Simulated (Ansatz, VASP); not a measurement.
# Cross-check of SiCO between VASP and Ansatz, part 3 of 3

One calculation is typed for both programs; each brings its own data sets. How far apart do they land? Of the first pair: The structure shown is frame 50 of Ansatz's trajectory.

VASP 6.6.1 and Ansatz 0.2.0.

So far. Step 6 (VASP: single point, LDA, pair 2): The run ends at a pressure of -0.12 GPa, with forces up to 9.6 eV/Å.

## Step 9: VASP: single point, LDA, pair 3

Level of this step: LDA; plane waves and PAW (Si, O, C) (VASP).

The same cell, functional (in two slightly different forms), mesh and smearing now go to VASP, with its own data sets.

INCAR reads:

```
SYSTEM = SiCO
PREC = Accurate
ENCUT = 520
EDIFF = 1E-06
NELM = 120
ISMEAR = -1
SIGMA = 0.1
LREAL = Auto
ALGO = Normal
GGA = CA
NBANDS = 128
LORBIT = 11
LWAVE = .FALSE.
LCHARG = .FALSE.
ISIF = 2
LASPH = .TRUE.
GGA_COMPAT = .FALSE.
EFERMI = MIDGAP
NCORE = 2
```

POSCAR reads:

```
SiCO
1.0
    8.4003281570      0.0000000000      0.0000000000
    0.0000000000      8.4003281570      0.0000000000
    0.0000000000      0.0000000000      8.4003281570
Si O C
14 14 14
Direct
    0.3655690519      0.3644909988      0.2472783159
    0.4227330092      0.9576510405      0.3943711410
    0.6520075047      0.3197152480      0.7214500299
    0.1796313158      0.0743517382      0.7906223276
    0.8036340812      0.9520406831      0.2613616943
    0.0678831814      0.0537857559      0.5202851506
    0.5997895446      0.5264599093      0.0332453679
    0.9327173717      0.4891489860      0.5605794098
    0.3610466095      0.2699201695      0.8973911327
    0.6529191357      0.9526600450      0.9130139748
    0.5600503828      0.7406179716      0.5666864331
    0.8417058081      0.7434879785      0.4542423735
    0.2766810959      0.8025829318      0.8024046054
    0.8872158159      0.7498636818      0.0535590981
    0.5085601324      0.5370140208      0.5278178325
    0.2251372761      0.7393240935      0.9698058224
    0.1685099646      0.7015365221      0.6870539927
    0.2408478529      0.0280267436      0.4320599067
    0.1384988751      0.1855842975      0.0999447860
    0.9090610340      0.1110067348      0.0044352842
    0.1289427008      0.5416138411      0.1238648039
    0.7744353409      0.5901624207      0.0785985774
    0.4782872675      0.5080417003      0.1840998317
    0.8253466853      0.8383630816      0.8929848763
    0.5352165911      0.1214514458      0.4490594807
    0.8122219600      0.4258568157      0.7076277127
    0.4678392232      0.9506536948      0.1987780678
    0.8467834856      0.2570786474      0.3400937376
    0.5314082875      0.3865258522      0.8670089863
    0.5474695648      0.6482509848      0.8676033678
    0.5031624862      0.7823690786      0.7859144163
    0.9267962935      0.9200630038      0.4335184212
    0.6186969012      0.9513135500      0.1610996588
    0.9469242163      0.2838443874      0.4332327181
    0.4977317459      0.2768312090      0.4033385288
    0.1001315644      0.6557405731      0.0508806313
    0.0432720000      0.1351722193      0.9650623173
    0.5582315253      0.3782340333      0.5191286481
    0.2144274564      0.4919638760      0.5143546680
    0.2748453342      0.2665847046      0.0873692059
    0.2185983649      0.4200307338      0.3851305496
    0.1289982938      0.5645116371      0.6290099507
```

KPOINTS reads:

```
Automatic mesh
0
Gamma
1 1 1
0 0 0
```

PAW data sets: Si, O and C (LDA family, release 64).

The run is started by

```
$ mpirun -np 8 vasp_gam
```

Numbers of over 12 decimals in the logs are rounded to 6 here.

What it wrote:

```text
[... set-up lines as in an earlier step ...]
 entering main loop
       N       E                     dE             d eps       ncg     rms          rms(c)
DAV:   1     0.152067805458E+04    0.15207E+04   -0.10665E+05   256   0.145E+03
DAV:   2    -0.183403769118E+03   -0.17041E+04   -0.16159E+04   320   0.326E+02
DAV:   3    -0.347490143490E+03   -0.16409E+03   -0.16103E+03   304   0.105E+02
DAV:   4    -0.352429946075E+03   -0.49398E+01   -0.49013E+01   312   0.193E+01
[...]
DAV:  16    -0.316998344311E+03   -0.69707E-05   -0.31411E-05   312   0.217E-02    0.118E-02
DAV:  17    -0.316998348201E+03   -0.38895E-05   -0.13736E-05   272   0.113E-02    0.496E-03
DAV:  18    -0.316998348950E+03   -0.74948E-06   -0.17821E-06   200   0.556E-03
   1 F= -.31699835E+03 E0= -.31691724E+03  d E =-.162220E+00
```

OUTCAR, selected parts (step 9):

```text
  Total        1.1187976    -17.9610841      3.6580774      7.0592767     -0.9485103     -4.2909144
  in kB        3.0239411    -48.5461029      9.8872319     19.0801609     -2.5636803    -11.5976949
  external PRESSURE =     -11.8783100 kB  Pullay stress =       0.0000000 kB

 POSITION                                       TOTAL-FORCE (eV/Angst)
 -----------------------------------------------------------------------------------
      3.07090      3.06184      2.07722         0.537045     -0.065324      0.873069
      3.55110      8.04458      3.31285        -0.199119      1.413960      1.582946
      5.47708      2.68571      6.06042         0.759753     -0.540882     -2.550417
      1.50896      0.62458      6.64149        -0.120668      0.502269     -0.926425
      6.75079      7.99745      2.19552         1.695871     -0.766526     -1.581007
      0.57024      0.45182      4.37057        -0.037972      1.607995     -0.270201
      5.03843      4.42244      0.27927        -1.076395      0.214477     -1.394910
      7.83513      4.10901      4.70905        -0.510183     -0.646254      0.335616
      3.03291      2.26742      7.53838        -0.672248     -1.004350     -0.557775
      5.48473      8.00266      7.66962         0.629653     -0.580361      0.252948
      4.70461      6.22143      4.76035         1.225430     -0.938560     -1.382120
      7.07060      6.24554      3.81579        -2.988358     -3.531591      1.529685
      2.32421      6.74196      6.74046         1.225319      2.328088     -0.139733
      7.45290      6.29910      0.44991        -0.637680      0.524645      1.356035
[...]
-----------------------------------------------------------------------------------
    total drift:                               -0.002863     -0.003520     -0.031373

  FREE ENERGIE OF THE ION-ELECTRON SYSTEM (eV)
  ---------------------------------------------------
  free  energy   TOTEN  =      -316.9983489502 eV

  energy  without entropy=     -316.8361292694  energy(sigma->0) =     -316.91723911

[... 2 parts as in an earlier step ...]

[... 1 further part left out ...]
[key lines of the parts left out:]
E-fermi :   3.7129
```

The run ends at a pressure of -1.19 GPa, with forces up to 4.9 eV/Å.

## Step 10: Differences

Forces on 8 of the 42 atoms, those with the largest forces and the largest differences (eV/Å; atoms numbered as in POSCAR):

| atom | Ansatz x, y, z | VASP x, y, z |
| --- | --- | --- |
| Si12 | -2.989, -3.546, 1.528 | -2.988, -3.532, 1.530 |
| O16 | -1.379, -1.441, 3.477 | -1.382, -1.449, 3.501 |
| O21 | 0.432, -1.843, 1.312 | 0.597, -2.511, 1.737 |
| O28 | -1.349, -0.653, -1.858 | -1.918, -0.829, -2.392 |
| C29 | -0.063, 1.507, 2.773 | -0.084, 1.468, 2.756 |
| C32 | 1.205, 2.821, 0.865 | 1.197, 2.791, 0.887 |
| C34 | 1.487, 0.109, 2.597 | 2.061, 0.272, 3.131 |
| C36 | -0.270, 3.157, -2.420 | -0.447, 3.801, -2.796 |

The forces differ by 163 meV/Å r.m.s., which is 12.1 % of the r.m.s. force of 1.344 eV/Å (both taken over all components).

## Step 11: Outcome

```yaml
r_m_s_force_difference_single_point_lda_pair_1: 9.5 % of the r.m.s. force
r_m_s_force_difference_single_point_lda_pair_2: 5.4 % of the r.m.s. force
r_m_s_force_difference_single_point_lda_pair_3: 12 % of the r.m.s. force
```

The r.m.s. force difference is 12 % of the r.m.s. force (single point, LDA, pair 3), beyond the 3 % picked in this series as the mark of a large difference. Ansatz's own log doubts the convergence of its single point, LDA, pair 1 run, which may account for the difference. Ansatz's own log doubts the convergence of its single point, LDA, pair 2 run, which may account for the difference. Ansatz's own log doubts the convergence of its single point, LDA, pair 3 run, which may account for the difference. 6 further runs of this series are not shown here. How closely two codes agree says nothing of how well the functional describes the real material.

[Lines on the potential files, build, host, timing and source positions are cut from VASP's logs without a mark.]

[Logs are printed without paths, hosts, clocks, repeated set-up lines and the standing remarks that a program may print on its own settings, such as how far it seeks lower states.]

[Hosts, paths, dates, database ids (printed as entryN), source tags and the programs' standing remarks are cut or masked in the printed files.]
